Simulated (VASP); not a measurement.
```yaml
crystal:
  lattice:
    - [0.00000, 3.16200, 3.16200]
    - [3.16200, 0.00000, 3.16200]
    - [3.16200, 3.16200, 0.00000]
  atoms:
    - { symbol: Ba, position: [0.00000, 0.00000, 0.00000] }
    - { symbol: F, position: [0.25000, 0.25000, 0.25000] }
    - { symbol: F, position: [0.75000, 0.75000, 0.75000] }
```

The base run (VASP): PBE GGA, plane waves, VASP's PBE PAW potentials (set 64). Numerical set-up: 520 eV cut-off, 6×6×6 Γ-centred mesh, Gaussian smearing of 0.050 eV, potentials Ba_sv F.

One setting is varied; ΔE counts from the base run. The base run took about 10 core-seconds. Costs are core time on shared hosts, one run each; read them as rough ratios.

Pressures at a finite cut-off, here 520 eV, hold a Pulay part, which wasn't tested here.

```
setting         cost over the base run  electronic steps  ΔE (meV/atom)  pressure (GPa)
--------------  ----------------------  ----------------  -------------  --------------
SYMPREC = 1E-3    within a factor of 2                13            0.0           -1.01
ISYM = 1          within a factor of 2                13            0.0           -1.01
base run                     reference                13            0.0           -1.01
ISYM = 0                 about 6 times                13            0.0           -1.01
ISYM = -1               about 10 times                13            0.0           -1.01
```

Left out are runs that failed, have no time on record or changed the cell.

The compound is BaF2 in the fluorite structure. The cell was not relaxed at this level.
